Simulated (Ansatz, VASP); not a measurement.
# GaSb in two plane-wave programs

Aim: how closely do two programs agree when they are given the same cell, functional and k mesh? The cell is taken from a series of runs on this material, whose earlier steps may have relaxed, scaled, displaced or heated it; both programs get it as it stands.

Method: plane waves, with VASP 6.6.1 beside it; zone-centre phonons at LDA, in Ansatz 0.2.0.

## Step 1: The structure

The structure is cubic, space group F-43m (No. 216). Conventional cell: a = 5.925 Å, b = 5.925 Å, c = 5.925 Å, α = 90.00°, β = 90.00°, γ = 90.00°. Ga has 4 Sb at 2.57 Å nearest. Nearest to Sb lie 4 Ga at 2.57 Å. Farther neighbours are not listed.

As a file:

```
Ga Sb
1.0
     0.00000    2.96263    2.96263
     2.96263    0.00000    2.96263
     2.96263    2.96263    0.00000
Ga Sb
1 1
Direct
  0.00000 0.00000 0.00000
  0.75000 0.75000 0.75000
```

## Step 2: VASP: zone-centre phonons, LDA, pair 1

Second derivatives magnify differences that forces hide, and they need a tight electronic threshold.

Lines of VASP's logs that name or quote its potential files are left out, and so is its time.

The input, INCAR:

```
SYSTEM = GaSb
PREC = Accurate
ENCUT = 500
EDIFF = 1E-08
NELM = 120
ISMEAR = 0
SIGMA = 0.01
LREAL = .FALSE.
ALGO = Normal
GGA = CA
NBANDS = 15
LORBIT = 11
LWAVE = .FALSE.
LCHARG = .FALSE.
ISIF = 2
IBRION = 8
LASPH = .TRUE.
GGA_COMPAT = .FALSE.
EFERMI = MIDGAP
KPAR = 2
```

The input, POSCAR:

```
GaSb
1.0
    0.0000000000      2.9626270548      2.9626270548
    2.9626270548      0.0000000000      2.9626270548
    2.9626270548      2.9626270548      0.0000000000
Ga Sb
1 1
Direct
    0.0000000000      0.0000000000      0.0000000000
    0.7500000000      0.7500000000      0.7500000000
```

The input, KPOINTS:

```
Automatic mesh
0
Gamma
12 12 12
0 0 0
```

The projector-augmented-wave data sets are Ga_d and Sb (LDA family, release 64).

Launch:

```sh
> mpirun -np 2 vasp_std
```

Numbers of over 12 decimals in the logs are rounded to 6 here.

Output:

```text
[banner, memory and clock lines left out]
running    2 mpi-ranks, on    1 nodes
 distrk:  each k-point on    1 cores,    2 groups
 distr:  one band on    1 cores,    1 groups

 POSCAR found type information on POSCAR GaSb
 POSCAR found :  2 types and       2 ions
 LDA part: xc-table for (Slater(with rela. corr.)+CA(PZ))
 , standard interpolation
 POSCAR, INCAR and KPOINTS ok, starting setup
 FFT: planning ... GRIDC
 FFT: planning ... GRID_SOFT
 FFT: planning ... GRID
 WAVECAR not read
 entering main loop
       N       E                     dE             d eps       ncg     rms          rms(c)
DAV:   1     0.817985625682E+02    0.81799E+02   -0.85601E+03  2168   0.149E+03
DAV:   2    -0.260426848499E+01   -0.84403E+02   -0.81661E+02  2573   0.302E+02
DAV:   3    -0.866312154703E+01   -0.60589E+01   -0.60353E+01  2475   0.678E+01
DAV:   4    -0.877399498518E+01   -0.11087E+00   -0.11085E+00  2823   0.103E+01
DAV:   5    -0.877668054062E+01   -0.26856E-02   -0.26855E-02  2658   0.139E+00    0.372E+00
DAV:   6    -0.867218006839E+01    0.10450E+00   -0.80328E-02  3310   0.473E+00    0.218E+00
DAV:   7    -0.862969871611E+01    0.42481E-01   -0.63244E-02  2405   0.204E+00    0.305E-01
DAV:   8    -0.862959537344E+01    0.10334E-03   -0.53594E-03  2662   0.912E-01    0.119E-01
DAV:   9    -0.862965887193E+01   -0.63498E-04   -0.37699E-04  2626   0.167E-01    0.455E-02
DAV:  10    -0.862964982863E+01    0.90433E-05   -0.18665E-05  2772   0.377E-02    0.148E-02
DAV:  11    -0.862965179573E+01   -0.19671E-05   -0.44676E-06  2595   0.191E-02    0.558E-03
DAV:  12    -0.862965174922E+01    0.46512E-07   -0.23590E-07  2687   0.350E-03    0.157E-03
DAV:  13    -0.862965175576E+01   -0.65465E-08   -0.24642E-08  2664   0.167E-03
   1 F= -.86296518E+01 E0= -.86296518E+01  d E =0.000000E+00
 Linear response reoptimize wavefunctions to high precision
DAV:   1    -0.862965175591E+01   -0.14370E-09   -0.82110E-10  2250   0.312E-04
DAV:   2    -0.862965175594E+01   -0.31832E-10   -0.11470E-10  1591   0.111E-04
 Linear response DOF=           2
 Linear response progress:
  Degree of freedom:   1/  2
       N       E                     dE             d eps       ncg     rms          rms(c)
RMM:   1    -0.168548032472E+00   -0.16855E+00    0.11202E-01 10455   0.875E+00
RMM:   2    -0.166793578089E+00    0.17545E-02   -0.27812E-02 15788   0.138E+00    0.427E-02
RMM:   3    -0.166976442997E+00   -0.18286E-03   -0.38006E-03 16301   0.435E-01    0.292E-02
RMM:   4    -0.166894645464E+00    0.81798E-04   -0.15870E-03 17762   0.209E-01    0.146E-02
RMM:   5    -0.166926445893E+00   -0.31800E-04   -0.49160E-05 17324   0.509E-02    0.525E-03
RMM:   6    -0.166938299928E+00   -0.11854E-04   -0.25022E-05 17208   0.198E-02    0.699E-04
RMM:   7    -0.166925386016E+00    0.12914E-04    0.20219E-05 16978   0.888E-03    0.646E-04
RMM:   8    -0.166929094788E+00   -0.37088E-05   -0.20141E-06 17280   0.396E-03    0.249E-04
RMM:   9    -0.166930402655E+00   -0.13079E-05   -0.25411E-06 16981   0.185E-03    0.819E-05
RMM:  10    -0.166930885841E+00   -0.48319E-06   -0.97012E-07 17451   0.925E-04    0.302E-05
RMM:  11    -0.166930957941E+00   -0.72100E-07   -0.67566E-07 17527   0.460E-04    0.500E-06
RMM:  12    -0.166930875614E+00    0.82327E-07   -0.14688E-07 17326   0.246E-04    0.101E-05
RMM:  13    -0.166930955194E+00   -0.79581E-07   -0.18214E-07 17374   0.146E-04    0.108E-06
RMM:  14    -0.166930937329E+00    0.17865E-07   -0.83301E-08 17811   0.936E-05    0.259E-06
RMM:  15    -0.166930947766E+00   -0.10436E-07   -0.37024E-08 17113   0.674E-05    0.196E-07
RMM:  16    -0.166930944583E+00    0.31822E-08   -0.22690E-08 14795   0.546E-05    0.762E-07
 first order change of Fermi-energy   0.10935E+01
 force on displaced ion       1 direction 1 :  -9.880  -0.000  -0.000
 Linear response progress:
  Degree of freedom:   2/  2
       N       E                     dE             d eps       ncg     rms          rms(c)
RMM:   1    -0.295841111269E-01   -0.29584E-01   -0.45879E-03 16615   0.151E+00
RMM:   2    -0.264715675026E-01    0.31125E-02   -0.42675E-03 15310   0.439E-01    0.718E-02
RMM:   3    -0.264069973692E-01    0.64570E-04   -0.29341E-04 16867   0.118E-01    0.379E-02
RMM:   4    -0.264352134385E-01   -0.28216E-04   -0.74373E-05 17028   0.487E-02    0.484E-03
RMM:   5    -0.264394945298E-01   -0.42811E-05   -0.10949E-05 17673   0.171E-02    0.306E-03
RMM:   6    -0.264311071744E-01    0.83874E-05   -0.55616E-08 17141   0.564E-03    0.932E-04
RMM:   7    -0.264301299619E-01    0.97721E-06    0.57733E-08 17446   0.163E-03    0.312E-04
RMM:   8    -0.264298000579E-01    0.32990E-06   -0.21883E-08 16861   0.560E-04    0.922E-05
RMM:   9    -0.264297562723E-01    0.43786E-07   -0.20668E-08 17534   0.212E-04    0.110E-05
RMM:  10    -0.264297486051E-01    0.76671E-08    0.12752E-08 16599   0.917E-05    0.101E-05
 first order change of Fermi-energy  -0.10932E+01
 force on displaced ion       2 direction 1 :  -9.860  -0.000  -0.000
 Linear response finished
```

From OUTCAR (step 2):

```text
ion  position               nearest neighbor table
   1  0.000  0.000  0.000-   2 2.57   2 2.57   2 2.57   2 2.57
   2  0.750  0.750  0.750-   1 2.57   1 2.57   1 2.57   1 2.57

  LATTYP: Found a face centered cubic cell.
 ALAT       =     5.9252541096

 Subroutine GETGRP returns: Found 24 space group operations
 (whereof 24 operations were pure point group operations)

The static configuration has the point symmetry T_d .

 Found     72 irreducible k-points:

   k-points           NKPTS =     72   k-points in BZ     NKDIM =     72   number of bands    NBANDS=     15

   dimension x,y,z NGX =    32 NGY =   32 NGZ =   32
   dimension x,y,z NGXF=    64 NGYF=   64 NGZF=   64

   ENCUT  =  500.0 eV  36.75 Ry    6.06 a.u.   7.64  7.64  7.64*2*pi/ulx,y,z

   NELECT =      18.0000    total number of electrons

 k-points in reciprocal lattice and weights: Automatic mesh
   0.00000000  0.00000000  0.00000000       0.001
   0.08333333  0.00000000  0.00000000       0.005
   0.16666667  0.00000000  0.00000000       0.005
   0.25000000  0.00000000  0.00000000       0.005
   0.33333333  0.00000000  0.00000000       0.005
   0.41666667  0.00000000  0.00000000       0.005
   0.50000000  0.00000000  0.00000000       0.002
   0.08333333  0.08333333  0.00000000       0.003
   0.16666667  0.08333333  0.00000000       0.014
[...]
-0.33333333  0.50000000  0.16666667       0.007
  -0.25000000  0.50000000  0.25000000       0.003

 average (electrostatic) potential at core
       1 -66.0215       2 -87.7252

  Total        1.3882459      1.3882459      1.3882459     -0.0000000      0.0000000     -0.0000000
  in kB       42.7677140     42.7677140     42.7677140     -0.0000000      0.0000000     -0.0000000
  external PRESSURE =      42.7677140 kB  Pullay stress =       0.0000000 kB

  energy-cutoff  :      500.00
  volume of cell :       52.01
      direct lattice vectors                 reciprocal lattice vectors
     0.000000000  2.962627055  2.962627055    -0.168769133  0.168769133  0.168769133
     2.962627055  0.000000000  2.962627055     0.168769133 -0.168769133  0.168769133
     2.962627055  2.962627055  0.000000000     0.168769133  0.168769133 -0.168769133

 POSITION                                       TOTAL-FORCE (eV/Angst)
 -----------------------------------------------------------------------------------
      0.00000      0.00000      0.00000         0.000000      0.000000      0.000000
      4.44394      4.44394      4.44394        -0.000000     -0.000000     -0.000000
 -----------------------------------------------------------------------------------
    total drift:                               -0.000001     -0.000001     -0.000000

 Eigenvectors and eigenvalues of the dynamical matrix
 ----------------------------------------------------

   1 f  =    7.377319 THz    46.353061 2PiTHz  246.080864 cm-1    30.510125 meV
             X         Y         Z           dx          dy          dz
      0.000000  0.000000  0.000000    -0.760413   -0.241054    0.000000
      4.443941  4.443941  4.443941     0.574853    0.182231    0.000000

   2 f  =    7.377319 THz    46.353061 2PiTHz  246.080864 cm-1    30.510125 meV
             X         Y         Z           dx          dy          dz
      0.000000  0.000000  0.000000    -0.241054    0.760413   -0.000000
      4.443941  4.443941  4.443941     0.182231   -0.574853   -0.000000

   3 f  =    7.377319 THz    46.353061 2PiTHz  246.080864 cm-1    30.510125 meV
             X         Y         Z           dx          dy          dz
      0.000000  0.000000  0.000000     0.000000    0.000000    0.797706
      4.443941  4.443941  4.443941     0.000000   -0.000000   -0.603046

   4 f/i=    0.003647 THz     0.022914 2PiTHz    0.121647 cm-1     0.015082 meV
             X         Y         Z           dx          dy          dz
      0.000000  0.000000  0.000000    -0.602785   -0.001574   -0.017681
      4.443941  4.443941  4.443941    -0.797361   -0.002082   -0.023389

   5 f/i=    0.003647 THz     0.022914 2PiTHz    0.121647 cm-1     0.015082 meV
             X         Y         Z           dx          dy          dz
      0.000000  0.000000  0.000000     0.006086   -0.582589   -0.155619
      4.443941  4.443941  4.443941     0.008051   -0.770646   -0.205852

   6 f/i=    0.003647 THz     0.022914 2PiTHz    0.121647 cm-1     0.015082 meV
             X         Y         Z           dx          dy          dz
      0.000000  0.000000  0.000000    -0.016675   -0.155730    0.582353
      4.443941  4.443941  4.443941    -0.022058   -0.205999    0.770333

 ELASTIC MODULI CONTR FROM IONIC RELAXATION (kBar)
 Direction    XX          YY          ZZ          XY          YZ          ZX
 --------------------------------------------------------------------------------
 XX          -0.0000      0.0000      0.0000     -0.0000      0.0000      0.0000
 YY           0.0000     -0.0000      0.0000     -0.0000     -0.0000      0.0000
 ZZ           0.0000      0.0000     -0.0000      0.0000     -0.0000      0.0000
 XY          -0.0000     -0.0000      0.0000   -287.1422      0.0000     -0.0000
 YZ           0.0000     -0.0000     -0.0000      0.0000   -287.1422     -0.0000
 ZX           0.0000      0.0000      0.0000     -0.0000     -0.0000   -287.1422
 --------------------------------------------------------------------------------
```

## Step 3: Ansatz: zone-centre phonons, LDA, pair 1

Ansatz runs on its PAW soft_1 files.

The same cell, functional (in two slightly different forms) and mesh now go to Ansatz, which takes its cutoff from its data sets.

The input, input.yaml:

```yaml
crystal:
  lattice:
    - [0.0, 2.9626270548, 2.9626270548]
    - [2.9626270548, 0.0, 2.9626270548]
    - [2.9626270548, 2.9626270548, 0.0]
  atoms:
    - { symbol: Ga, position: [0.0, 0.0, 0.0] }
    - { symbol: Sb, position: [0.75, 0.75, 0.75] }
kpoints:
  mp_grid: { grid: [12, 12, 12] }
hamiltonian:
  xc: lda
  pseudopotentials: { kind: paw, azcp: { folder: soft_1 }, xc_functional: pbe }
scf:
  occupations: { method: fixed }
output:
  eigenvalues: true
phonons:
  method: dfpt
```

Launch:

```sh
> ansatz run input.yaml --threads 4 --pin off --max-ram 10240MiB --backend cpu --events-out ev --progress --plain --runs-dir out
```

Output:

```text
zone centre: on kpoints.mp_grid the ground state, and the responses unless they are solved on pairs of k-points, stand on 163 of the mesh's 1728 k-points, reduced under 8 symmetry operations, with k and −k counted as one. Each operation leaves every solved displacement unchanged or reverses it
Engine: ansatz 0.2.0, aarch64-unknown-linux-gnu
Pseudopotentials: kind: paw
Pseudopotential: Ga, paw, valence charge 13, recommended cutoff 420 eV (normal), soft_1/Ga.paw.azcp
Pseudopotential: Sb, paw, valence charge 15, recommended cutoff 420 eV (normal), soft_1/Sb.paw.azcp
Functional definition: SPW92
  exchange = slater_x
  correlation = pw_c
Crystal: 2 atoms, lattice volume = 52.007 Å³
Basis set: ecut = 420 eV, 965 PW (Γ), exchange–correlation on 60×60×60 points (8 copies of the dense FFT grid, shifted against one another)
Bands: 18, of which v1, the nominal top of the filled ones, is band 14 counted from 1 (13 counted from 0)
Symmetry: 24 space group operations
k-points: 163 of 1728 (irreducible under 8 space group operations, time reversal used)
Non-local potential: Ga, projectors of the file, l = 0: 2, l = 1: 2, l = 2: 3, l = 3: 1
Non-local potential: Sb, projectors of the file, l = 0: 2, l = 1: 2, l = 2: 2, l = 3: 1
PAW form: soft (Blöchl's): semilocal exchange-correlation on the pseudo side does not see the compensation charge
PAW frozen core: Ga, regenerated for the run's functional, and the local potential with it (the file was generated under x = pbe(κ = 0.804, μ = 0.219515), c = pbe(β = 0.066725))
PAW frozen core: Sb, regenerated for the run's functional, and the local potential with it (the file was generated under x = pbe(κ = 0.804, μ = 0.219515), c = pbe(β = 0.066725))
PAW one-centre angular grid: Ga, 590 points (default); XC on 64 Gauss nodes
PAW one-centre angular grid: Sb, 590 points (default); XC on 64 Gauss nodes
Initial density: superposition of atomic densities (chi_scale 0.1, normalization cell, long waves kept (reshape's long-wave potential 0.00 eV rms))
Initial wavefunctions: pseudopotential atomic-orbital guess
Functional: x = slater, c = lda
SCF iter   1: F=—  HF=-10043.218288 eV  |F-HF|=—  |Δ(HF+E_count)|=         —  Δρ=3.34e-2  dr2=4.87e-1  ethr=3.10e-3  ⟨swp⟩=4.8  Hψ=12639  notcnv=0  defer=291
preconditioner: auto → none  [insulator: Δε(μ)=0.463 eV  Ē_g=15.242 eV  n_scr=14 (ndim 8)  ℏωp=21.8 eV  f_vac=0.001  ε∞_Penn≈3.1]
SCF iter   2: F=—  HF=-10043.096088 eV  |F-HF|=—  |Δ(HF+E_count)|=   1.22e-1  Δρ=1.48e-2  dr2=7.21e-2  ethr=1.74e-3  ⟨swp⟩=2.0  Hψ=4592  notcnv=0  defer=298
SCF iter   3: F=—  HF=-10043.088219 eV  |F-HF|=—  |Δ(HF+E_count)|=   7.87e-3  Δρ=5.25e-3  dr2=1.18e-2  ethr=2.57e-4  ⟨swp⟩=2.6  Hψ=4862  notcnv=0  defer=316
SCF iter   4: F=—  HF=-10043.083111 eV  |F-HF|=—  |Δ(HF+E_count)|=   5.11e-3  Δρ=9.77e-4  dr2=2.83e-4  ethr=4.22e-5  ⟨swp⟩=3.0  Hψ=5065  notcnv=0  defer=316
SCF iter   5: F=—  HF=-10043.083046 eV  |F-HF|=—  |Δ(HF+E_count)|=   6.59e-5  Δρ=4.78e-4  dr2=3.91e-5  ethr=1.01e-6  ⟨swp⟩=2.2  Hψ=4954  notcnv=0  defer=318
SCF iter   6: F=—  HF=-10043.083042 eV  |F-HF|=—  |Δ(HF+E_count)|=   3.41e-6  Δρ=2.91e-5  dr2=3.01e-7  ethr=1.40e-7  ⟨swp⟩=2.8  Hψ=5681  notcnv=0  defer=56
SCF iter   7: F=—  HF=-10043.083042 eV  |F-HF|=—  |Δ(HF+E_count)|=   8.37e-8  Δρ=5.96e-6  dr2=1.06e-8  ethr=1.07e-9  ⟨swp⟩=2.4  Hψ=4790  notcnv=0
SCF iter   8: F=—  HF=-10043.083042 eV  |F-HF|=—  |Δ(HF+E_count)|=   4.04e-9  Δρ=1.30e-6  dr2=5.13e-10  ethr=3.79e-11  ⟨swp⟩=2.0  Hψ=5216  notcnv=0
SCF iter   9: F=-10043.083042 eV  HF=-10043.083042 eV  |F-HF|=1.82e-12  |Δ(HF+E_count)|=  3.44e-10  Δρ=1.53e-7  dr2=4.33e-12  ethr=1.00e-12  ⟨swp⟩=8.9  Hψ=18920  notcnv=0
SCF 1 converged in 9 iterations: F = -10043.083042 eV  dr2 = 4.33e-12
  greatest PAW one-centre occupation: 0.996 electrons in one spin orbital (limit 2), on the Sb atom at site 1 (counted from 0), in its partial waves of l = 2
DFPT response loops at Γ: preconditioner auto → none (the input reference at scf.mixing.eps_inf says where Resta's filter doesn't serve); β = 0.50; Broyden in place of MSR1
SCF converged after 9 iterations
Free energy (F): -10043.083042 eV
Harris-Foulkes:  -10043.083042 eV  (|F-HF|=1.82e-12)
Internal energy: -10043.083042 eV  (E = F + TS)
E sigma→0 (E₀):  -10043.083042 eV
Fermi energy:    8.819127 eV
--- Per-component energies (eV) ---
  E_band       = -236.787956
  E_kinetic    = 279.662554
  E_local      = -3258.993667  (includes V_loc(G=0)·N_el)
  E_nonlocal   = 303.698004
  E_hartree    = 1679.923170
  E_xc         = -162.394327
  E_vxc        = -148.753386  (∫ρ·V_xc dr)
  E_paw        = -6312.220783  (= ΣΔE_a)
  E_vpaw       = -772.247724  (= ΣTr[D̂ρ^β])
  E_aug_tail   = -0.000064  (compensation charges beyond the density's cutoff)
  E_ewald      = -2575.045222
  E_core_change = 2.287292  (= ΣΔE_core)
  E_smearing   = -0.000000  (= −TS)
  E_closure    = -0.000000  (closes the sum)
  Σ components = -10043.083042   (vs F -10043.083042, Δ=0.00e0)
--- Band table (eV; the first three rows and the last of 163) ---
  k-point 0: bands = [... 10 lower, -3.4223, 8.8191, 8.8191, 8.8191, 9.3488, 11.5661, 11.5661, 11.5661]
  k-point 1: bands = [... 10 lower, -3.3422, 7.5713, 8.6729, 8.6729, 10.0310, 11.7606, 11.7606, 11.9043]
  k-point 2: bands = [... 10 lower, -3.1059, 6.0228, 8.3501, 8.3501, 10.0206, 12.1757, 12.1757, 12.9989]
  k-point 162: bands = [... 10 lower, -0.5322, 1.6871, 5.0000, 5.2334, 12.7914, 13.1269, 13.4001, 13.5358]
--- Phonons (Γ-DFPT): 2 representative perturbations + reference, on 163 of 1728 k-points (Σ response iterations 6) ---
  k mesh reduced under 8 symmetry operations, with k and −k counted as one. Each operation leaves every solved displacement unchanged or reverses it
  ASR residual: 2.607e-5 → 0.000e0 eV/Å²; symmetrization residual: 7.834e-6 eV/Å²
  ASR residual per site (eV/Å²): 2.61e-5 1.27e-5
  Γ frequencies (cm⁻¹): 0.00 0.00 0.00 243.95 243.95 243.95
  non-analytic LO–TO correction: not included (Born effective charges unavailable; polar crystals: no LO–TO splitting at Γ)
```

## Step 4: Side by side

Known differences besides the potentials themselves: the two LDA forms differ slightly; fixed occupations in Ansatz, narrow Gaussian smearing in VASP; the data sets hold 28 valence electrons in Ansatz (on its PAW soft_1 files) and 18 in VASP; the cutoff is 420 eV in Ansatz and 500 eV in VASP; VASP's log shows a relativistic correction to its local exchange, Ansatz's none. Total energies have different zeros and are not compared.

The two programs side by side:

| quantity | Ansatz | VASP | difference |
| --- | --- | --- | --- |
| optical mode 1 to 3 (cm⁻¹) | 243.9 | 246.1 | -0.87 % |

Modes are paired by rising frequency, not by their patterns, so a pair may set unlike modes beside each other; they are those without the splitting of longitudinal modes.

[end of part 1 of 2]

[Lines on the potential files, build, host, timing and source positions are cut from VASP's logs without a mark.]

[Logs are printed without paths, hosts, clocks, repeated set-up lines and the standing remarks that a program may print on its own settings, such as how far it seeks lower states.]

[Hosts, paths, dates, database ids (printed as entryN), source tags and the programs' standing remarks are cut or masked in the printed files.]
